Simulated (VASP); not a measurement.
# HfScBr3 (Pm-3m) in VASP: further runs

Runs on HfScBr3. Level: PBE. Tasks: single point, relaxation of cell and atoms.

Program: VASP 6.6.1. These are calculated values, not measurements. Logs are shortened: lines on timing, memory, paths and dates and some standing lists are left out, and cuts for length are marked.

## (1) The cell of the first run

It takes space group Pm-3m (No. 221, cubic). The conventional cell has a = 5.296 Å, b = 5.296 Å, c = 5.296 Å, α = 90.00°, β = 90.00°, γ = 90.00°. Hf (site symmetry m-3m) has 12 Br at 3.74 Å as nearest neighbours. Sc (site symmetry m-3m) is surrounded by 6 Br at 2.65 Å. Br (site symmetry 4/mmm) has 2 Sc at 2.65 Å as nearest neighbours.

The cell was built by a generator and needn't be a form met in nature.

## (2) Single point, PBE (species swapped into the Sc3InB type (Pm-3m, No. 221))

INCAR

```
PREC = Accurate
ENCUT = 520
EDIFF = 1E-6
ISMEAR = 0
SIGMA = 0.1
LREAL = F
LASPH = T
NELM = 60
ALGO = Fast
ISIF = 2
LWAVE = F
LCHARG = F
GGA = PE
NBANDS = 29
```

KPOINTS

```
Automatic mesh
0
Gamma
  8 8 8
```

POSCAR

```
HfScBr3
1.0
    5.2959335385      0.0000000000      0.0000000000
    0.0000000000      5.2959335385      0.0000000000
    0.0000000000      0.0000000000      5.2959335385
Hf Sc Br
1 1 3
Direct
    0.0000000000      0.0000000000      0.0000000000
    0.5000000000      0.5000000000      0.5000000000
    0.0000000000      0.5000000000      0.5000000000
    0.5000000000      0.0000000000      0.5000000000
    0.5000000000      0.5000000000      0.0000000000
```

Potentials or basis: VASP PAW PBE potentials, release 64 (Hf_pv, Sc_sv, Br).

Run with:

```console
$ cat potpaw_PBE.64/Hf_pv/POTCAR potpaw_PBE.64/Sc_sv/POTCAR potpaw_PBE.64/Br/POTCAR > POTCAR
$ mpirun -np 1 vasp_std > vasp.out
```

OUTCAR:

```text
PREC = Accurate
   ENCUT = 520
   EDIFF = 1E-6
   ISMEAR = 0
   LREAL = F
   LASPH = T
   NELM = 60
   ISIF = 2
   GGA = PE

 ion  position               nearest neighbor table
   1  0.000  0.000  0.000-
   2  0.500  0.500  0.500-   3 2.65   4 2.65   5 2.65   5 2.65   4 2.65   3 2.65
   3  0.000  0.500  0.500-   2 2.65   2 2.65
   4  0.500  0.000  0.500-   2 2.65   2 2.65
   5  0.500  0.500  0.000-   2 2.65   2 2.65

  LATTYP: Found a simple cubic cell.
 ALAT       =     5.2959335385

  Lattice vectors:

 A1 = (   5.2959335385,   0.0000000000,   0.0000000000)
 A2 = (   0.0000000000,   5.2959335385,   0.0000000000)
 A3 = (   0.0000000000,   0.0000000000,   5.2959335385)

Analysis of symmetry for initial positions (statically):
=====================================================================
 Subroutine PRICEL returns:
 Original cell was already a primitive cell.

 Routine SETGRP: Setting up the symmetry group for a
 simple cubic supercell.

 Subroutine GETGRP returns: Found 48 space group operations
 (whereof 48 operations were pure point group operations)
 out of a pool of 48 trial point group operations.

The static configuration has the point symmetry O_h .

Analysis of symmetry for dynamics (positions and initial velocities):
=====================================================================
 Subroutine PRICEL returns:
 Original cell was already a primitive cell.

 Routine SETGRP: Setting up the symmetry group for a
 simple cubic supercell.

 Subroutine GETGRP returns: Found 48 space group operations
 (whereof 48 operations were pure point group operations)
 out of a pool of 48 trial point group operations.

The dynamic configuration has the point symmetry O_h .

 Subroutine INISYM returns: Found 48 space group operations
 (whereof 48 operations are pure point group operations),
 and found     1 'primitive' translations

----------------------------------------------------------------------------------------

                                     Primitive cell

  volume of cell :     148.5346

  direct lattice vectors                    reciprocal lattice vectors
     5.295933538  0.000000000  0.000000000     0.188824122  0.000000000  0.000000000
     0.000000000  5.295933538  0.000000000     0.000000000  0.188824122  0.000000000
     0.000000000  0.000000000  5.295933538     0.000000000  0.000000000  0.188824122

  length of vectors
     5.295933538  5.295933538  5.295933538     0.188824122  0.188824122  0.188824122

  position of ions in fractional coordinates (direct lattice)
     0.000000000  0.000000000  0.000000000
     0.500000000  0.500000000  0.500000000
     0.000000000  0.500000000  0.500000000
     0.500000000  0.000000000  0.500000000
     0.500000000  0.500000000  0.000000000

  ion indices of the primitive-cell ions
   primitive index   ion index
                 1           1
                 2           2
                 3           3
                 4           4
                 5           5

----------------------------------------------------------------------------------------

 KPOINTS: Automatic mesh

Automatic generation of k-mesh.
 Grid dimensions read from file:
 generate k-points for:    8    8    8

 Generating k-lattice:

  Cartesian coordinates                     Fractional coordinates (reciprocal lattice)
     0.023603015  0.000000000  0.000000000     0.125000000  0.000000000  0.000000000
     0.000000000  0.023603015  0.000000000     0.000000000  0.125000000  0.000000000
     0.000000000  0.000000000  0.023603015     0.000000000  0.000000000  0.125000000

  Length of vectors
     0.023603015  0.023603015  0.023603015

  Shift w.r.t. Gamma in fractional coordinates (k-lattice)
     0.000000000  0.000000000  0.000000000

 Subroutine IBZKPT returns following result:
 ===========================================

 Found     35 irreducible k-points:

 Following reciprocal coordinates:
            Coordinates               Weight
  0.000000  0.000000  0.000000      1.000000
  0.125000  0.000000  0.000000      6.000000
  0.250000  0.000000  0.000000      6.000000
  0.375000  0.000000  0.000000      6.000000
  0.500000  0.000000  0.000000      3.000000
  0.125000  0.125000  0.000000     12.000000
[... 16 lines left out ...]
  0.375000  0.375000  0.125000     24.000000
  0.500000  0.375000  0.125000     24.000000
 [... further k-points ...]
   k-points           NKPTS =     35   k-points in BZ     NKDIM =     35   number of bands    NBANDS=     29
   number of dos      NEDOS =    301   number of ions     NIONS =      5
   total plane-waves  NPLWV =  64000
   dimension x,y,z NGX =    40 NGY =   40 NGZ =   40
   dimension x,y,z NGXF=    80 NGYF=   80 NGZF=   80
   ions per type =               1   1   3
   NGX,Y,Z   is equivalent  to a cutoff of  12.56, 12.56, 12.56 a.u.
   NGXF,Y,Z  is equivalent  to a cutoff of  25.11, 25.11, 25.11 a.u.
 SYSTEM =  unknown system
   PREC   = accura    normal or accurate (medium, high low for compatibility)
   ISTART =      0    job   : 0-new  1-cont  2-samecut
   ICHARG =      2    charge: 1-file 2-atom 10-const
   ISPIN  =      1    spin polarized calculation?
   LNONCOLLINEAR =      F non collinear calculations
   LSORBIT =      F    spin-orbit coupling
   LASPH  =      T    aspherical Exc in radial PAW
   ENCUT  =  520.0 eV  38.22 Ry    6.18 a.u.   9.85  9.85  9.85*2*pi/ulx,y,z
   NELM   =     60;   NELMIN=  2; NELMDL= -5     # of ELM steps
   EDIFF  = 0.1E-05   stopping-criterion for ELM
   LREAL  =      F    real-space projection
[... 7 lines left out ...]
   TEBEG  =    0.0;   TEEND  =   0.0 temperature during run
   PSTRESS=    0.0 pullay stress
   NELECT =      42.0000    total number of electrons
   NUPDOWN=      -1.0000    fix difference up-down
   EMIN   =  10.00;   EMAX   =-10.00  energy-range for DOS
   EFERMI =   0.00;   METHOD = LEGACY
   ISMEAR =     0;   SIGMA  =   0.10  broadening in eV -4-tet -1-fermi 0-gaus
   EFERMI_NEDOS =   21; number of points for ismear=-14 and -15
   IALGO  =     68    algorithm
   IMIX   =      4    mixing-type and parameters
     AMIX     =   0.40;   BMIX     =  1.00
     AMIX_MAG =   1.60;   BMIX_MAG =  1.00
  volume/ion in A,a.u.               =      29.71       200.47
  Fermi-wavevector in a.u.,A,eV,Ry     =   1.074522  2.030553 15.709260  1.154598
  Thomas-Fermi vector in A             =   2.210353
   LORBIT       =      0    0 simple, 1 ext, 2 COOP (PROOUT), +10 PAW based schemes
   GGA     = PE    functional components
   LHFCALC =     F    Hartree Fock is set to
   AEXX    =    0.0000 exact exchange contribution
   IVDW    =     0    specifies the selected vdW correction
   LEPSILON=     F    determine dielectric tensor
   LRPA    =     F    only Hartree local field effects (RPA)
 non-spin polarized calculation
 RMM-DIIS sequential band-by-band and
 Gauss-broadening in eV      SIGMA  =   0.10
  energy-cutoff  :      520.00
  volume of cell :      148.53
 maximum number of plane-waves:      4032
 NGX is ok and might be reduce to    40
   NGX = 19   NGY = 19   NGZ = 19

 number of electron      41.9999999 magnetization

 Free energy of the ion-electron system (eV)
  ---------------------------------------------------
  ext. energy  EPLUGINS =         0.00000000
  ---------------------------------------------------
  free energy    TOTEN  =       -21.83087385 eV

  energy without entropy =      -21.78561307  energy(sigma->0) =      -21.80824346

 E-fermi :   3.7432     XC(G=0):  -8.9510

 val. band max:        3.7336322214   @ k =   0.2500   0.0000   0.0000
 cond. band min:       3.7519236986   @ k =   0.3750   0.2500   0.0000
 fundamental gap:      0.0182914771
 Fermi energy:         3.7431705074

 k-point     1 :       0.0000    0.0000    0.0000
  band No.  band energies     occupation
      1     -47.3074      2.00000
      2     -29.5367      2.00000
      3     -29.5367      2.00000
      4     -29.5367      2.00000
      5     -25.9762      2.00000
      6     -25.9762      2.00000
[... 21 lines left out ...]
     28       4.4651      0.00000
     29       4.5487      0.00000

 k-point     2 :       0.1250    0.0000    0.0000
  band No.  band energies     occupation
      1     -47.3074      2.00000
      2     -29.5368      2.00000
      3     -29.5367      2.00000
      4     -29.5367      2.00000
      5     -25.9774      2.00000
      6     -25.9762      2.00000
[... 21 lines left out ...]
     28       4.3275      0.00000
     29       4.6563      0.00000

 k-point     3 :       0.2500    0.0000    0.0000
  band No.  band energies     occupation
      1     -47.3074      2.00000
      2     -29.5370      2.00000
      3     -29.5367      2.00000
      4     -29.5367      2.00000
      5     -25.9802      2.00000
      6     -25.9762      2.00000
[... 21 lines left out ...]
     28       4.5461      0.00000
     29       4.9512      0.00000

 k-point     4 :       0.3750    0.0000    0.0000
  band No.  band energies     occupation
      1     -47.3074      2.00000
      2     -29.5372      2.00000
      3     -29.5367      2.00000
      4     -29.5367      2.00000
      5     -25.9830      2.00000
      6     -25.9761      2.00000
[... 21 lines left out ...]
     28       4.5972      0.00000
     29       4.8985      0.00000

 k-point     5 :       0.5000    0.0000    0.0000
  band No.  band energies     occupation
      1     -47.3074      2.00000
      2     -29.5373      2.00000
      3     -29.5367      2.00000
      4     -29.5367      2.00000
      5     -25.9841      2.00000
      6     -25.9761      2.00000
[... 21 lines left out ...]
     28       4.5948      0.00000
     29       5.2139      0.00000
[... 510 lines left out ...]
     28       4.8212      0.00000
     29       5.0384      0.00000

 k-point    22 :       0.5000    0.2500    0.1250
  band No.  band energies     occupation
      1     -47.3073      2.00000
      2     -29.5372      2.00000
      3     -29.5369      2.00000
      4     -29.5367      2.00000
      5     -25.9840      2.00000
      6     -25.9799      2.00000
[... 21 lines left out ...]
     28       4.9347      0.00000
     29       5.0210      0.00000

 k-point    23 :       0.3750    0.3750    0.1250
  band No.  band energies     occupation
      1     -47.3073      2.00000
      2     -29.5371      2.00000
      3     -29.5371      2.00000
      4     -29.5367      2.00000
      5     -25.9827      2.00000
      6     -25.9827      2.00000
[... 21 lines left out ...]
     28       5.0206      0.00000
     29       5.0764      0.00000

 k-point    24 :       0.5000    0.3750    0.1250
  band No.  band energies     occupation
      1     -47.3073      2.00000
      2     -29.5372      2.00000
      3     -29.5371      2.00000
      4     -29.5367      2.00000
      5     -25.9839      2.00000
      6     -25.9827      2.00000
[... 21 lines left out ...]
     28       5.0595      0.00000
     29       5.1266      0.00000

 [... further k-points ...]

------------------------ aborting loop because EDIFF is reached ----------------------------------------

  FORCE on cell =-STRESS in cart. coord.  units (eV):
  Direction    XX          YY          ZZ          XY          YZ          ZX
  --------------------------------------------------------------------------------------
  -------------------------------------------------------------------------------------
  Total        0.0457148      0.0457148      0.0457148     -0.0000000      0.0000000     -0.0000000
  in kB        0.4931055      0.4931055      0.4931055     -0.0000000      0.0000000     -0.0000000
  external PRESSURE =       0.4931055 kB  Pullay stress =       0.0000000 kB

 VOLUME and BASIS-vectors are now :
 -----------------------------------------------------------------------------
  energy-cutoff  :      520.00
  volume of cell :      148.53
      direct lattice vectors                 reciprocal lattice vectors
     5.295933538  0.000000000  0.000000000     0.188824122  0.000000000  0.000000000
     0.000000000  5.295933538  0.000000000     0.000000000  0.188824122  0.000000000
     0.000000000  0.000000000  5.295933538     0.000000000  0.000000000  0.188824122

 POSITION                                       TOTAL-FORCE (eV/Angst)
 -----------------------------------------------------------------------------------
      0.00000      0.00000      0.00000         0.000000      0.000000      0.000000
      2.64797      2.64797      2.64797         0.000000      0.000000      0.000000
      0.00000      2.64797      2.64797         0.000000      0.000000      0.000000
      2.64797      0.00000      2.64797         0.000000      0.000000      0.000000
      2.64797      2.64797      0.00000         0.000000      0.000000      0.000000
 -----------------------------------------------------------------------------------
    total drift:                                0.000000      0.000000     -0.000000

  FREE ENERGIE OF THE ION-ELECTRON SYSTEM (eV)
  ---------------------------------------------------
  free  energy   TOTEN  =       -21.8308738497 eV

  energy  without entropy=      -21.7856130676  energy(sigma->0) =      -21.80824346
```

Wall time 4.5 min (1 thread of Intel Xeon Platinum 8488C (Sapphire Rapids), shared host); peak memory 0.34 GiB.

Results:

```yaml
Free_energy: -21.8309 eV
Pressure: 0.0 GPa
Band_gap_on_the_k_mesh: none (metal or under the smearing width)
```

## (3) Relaxation of cell and atoms, PBE (species swapped into the Sc3InB type (Pm-3m, No. 221))

INCAR

```
SYSTEM = HfScBr3
ALGO = Fast ; EDIFF = 1E-6
EDIFFG = -0.01 ; ENCUT = 600
GGA = PE ; IBRION = 2
ISIF = 3 ; ISMEAR = 0
LASPH = .True. ; LCHARG = .False.
LREAL = .False. ; LWAVE = .False.
NELM = 60 ; NSW = 100
PREC = Accurate ; SIGMA = 0.1
```

KPOINTS

```
k-points
0
Gamma
  8 8 8
  0 0 0
```

Changes to POSCAR since step 2:

```diff
@@ -2,5 +2,5 @@
 1.0
-    5.2959335385      0.0000000000      0.0000000000
-    0.0000000000      5.2959335385      0.0000000000
-    0.0000000000      0.0000000000      5.2959335385
+    5.3242365300      0.0000000000      0.0000000000
+    0.0000000000      5.3242365300      0.0000000000
+    0.0000000000      0.0000000000      5.3242365300
 Hf Sc Br
```

Potentials or basis: VASP PAW PBE potentials, release 64 (Hf_pv, Sc_sv, Br).

Run with:

```console
$ cat potpaw_PBE.64/Hf_pv/POTCAR potpaw_PBE.64/Sc_sv/POTCAR potpaw_PBE.64/Br/POTCAR > POTCAR
$ mpirun -np 1 vasp_std > vasp.out
```

Run time: 20 min. Hardware: 1 thread of Intel Xeon Platinum 8488C (Sapphire Rapids), shared host; peak memory 0.48 GiB.

The run converged. Its results:

```yaml
Free_energy: -21.8309 eV
Relaxed_volume: 29.72 Å³/atom
Relaxed_cell: a = 5.297 Å, b = 5.297 Å, c = 5.297 Å, α = 90.00°, β = 90.00°, γ = 90.00°
Space_group_after_relaxing_to_0.05_Å: Pm-3m (No. 221)
Energy_gained_by_relaxing: 0.1 meV/atom
Ionic_steps: 4
Pressure_after_relaxing: 0.0 GPa
```

The path:
| step | energy change (eV) | largest force (eV/Å) | pressure (GPa) | volume (Å³) |
| --- | --- | --- | --- | --- |
| 1 | 0.0000 | 0.0000 | -0.82 | 150.93 |
| 2 | 0.0004 | 0.0000 | 0.27 | 147.58 |
| 3 | -0.0005 | 0.0000 | 0.08 | 148.38 |
| 4 | -0.0006 | 0.0000 | 0.03 | 148.60 |

Final structure:
```yaml
crystal:
  lattice:
    - [5.29672, 0.00000, 0.00000]
    - [0.00000, 5.29672, 0.00000]
    - [0.00000, 0.00000, 5.29672]
  atoms:
    - { symbol: Hf, position: [0.00000, 0.00000, 0.00000] }
    - { symbol: Sc, position: [0.50000, 0.50000, 0.50000] }
    - { symbol: Br, position: [0.00000, 0.50000, 0.50000] }
    - { symbol: Br, position: [0.50000, 0.00000, 0.50000] }
    - { symbol: Br, position: [0.50000, 0.50000, 0.00000] }
```

Levels at points of the mesh, in eV from the Fermi level:
```csv
k point,band 16,band 17,band 18,band 19,band 20,band 21,band 22,band 23,band 24,band 25
"(0.00, 0.00, 0.00)",-4.15,-3.83,-3.83,-3.83,-2.26,-0.61,-0.61,-0.61,-0.40,-0.40
"(0.50, 0.00, 0.00)",-4.83,-4.52,-4.00,-4.00,-0.40,-0.19,0.05,0.37,0.42,0.77
"(0.50, 0.50, 0.00)",-4.90,-4.78,-4.78,-3.39,-0.55,0.16,0.24,0.60,0.67,0.80
"(0.50, 0.50, 0.50)",-5.55,-3.33,-3.33,-3.33,-1.79,-0.05,-0.05,-0.05,0.39,0.39
```

Caveat: the bands computed are all filled at some k points, so no gap is given. Spin-orbit coupling is left out, which matters for the levels of Hf.

## (4) Single point, PBE (species swapped into the Sc3InB type (Pm-3m, No. 221))

INCAR

```
PREC     = Accurate       # precision mode
ENCUT    = 520            # plane-wave cutoff, eV
EDIFF    = 1E-6           # SCF threshold, eV
ISMEAR   = 0              # smearing method
SIGMA    = 0.1            # smearing width, eV
LREAL    = F              # projectors in reciprocal space
LASPH    = T              # aspherical terms in the spheres
NELM     = 60             # most SCF steps
ALGO     = Normal         # electronic algorithm
ISIF     = 2              # what is computed and relaxed
LWAVE    = F              # write WAVECAR
LCHARG   = T              # write CHGCAR
GGA      = PE             # functional
LELF     = T              # ELF
LVHAR    = T            
NBANDS   = 29             # bands
```

KPOINTS

```
Automatic mesh
0
Gamma
  4 4 4
```

POSCAR is that of step 3.

Run with:

```console
$ cat potpaw_PBE.64/Hf_pv/POTCAR potpaw_PBE.64/Sc_sv/POTCAR potpaw_PBE.64/Br/POTCAR > POTCAR
$ mpirun -np 1 vasp_std > vasp.out
```

It took 36 s on 1 thread of Intel Xeon Platinum 8488C (Sapphire Rapids), shared host; peak memory 0.26 GiB.

The run converged. Its results:

```
Free energy            : -21.8005 eV
Pressure               : -0.3 GPa
Band gap on the k mesh : none (metal or under the smearing width)
```

Levels at points of the mesh, in eV from the Fermi level:
```
           k point  band 17  band 18  band 19  band 20  band 21  band 22  band 23  band 24  band 25  band 26
(0.00, 0.00, 0.00)    -3.83    -3.83    -3.83    -2.24    -0.59    -0.59    -0.59    -0.36    -0.36     0.51
(0.50, 0.00, 0.00)    -4.48    -3.99    -3.99    -0.42    -0.20     0.07     0.37     0.41     0.70     0.70
(0.50, 0.50, 0.00)    -4.73    -4.73    -3.39    -0.56     0.18     0.24     0.61     0.66     0.66     0.85
(0.50, 0.50, 0.50)    -3.32    -3.32    -3.32    -1.77    -0.03    -0.03    -0.03     0.40     0.40     1.19
```

## (5) Overview

| task | cell | k mesh | cutoff (eV) | gap on the mesh (eV) | pressure (GPa) |
| --- | --- | --- | --- | --- | --- |
| single point | species swapped into the Sc3InB type (Pm-3m, No. 221) | 8 × 8 × 8 | 520 | none | 0.0 |
| relaxation of cell and atoms | relaxed from: species swapped into the Sc3InB type (Pm-3m, No. 221) | 8 × 8 × 8 | 600 | - | 0.0 |
| single point | species swapped into the Sc3InB type (Pm-3m, No. 221) | 4 × 4 × 4 | 520 | none | -0.3 |

Alike in all rows: level PBE; potentials or basis VASP PAW PBE potentials, release 64 (Hf_pv, Sc_sv, Br); no spin polarisation; smearing gaussian 0.1 eV.

Caveats: the bands computed are all filled at some k points, so no gap is given (some runs).

Total energies depend on the potentials used, so only differences within one code and one set of settings carry meaning.
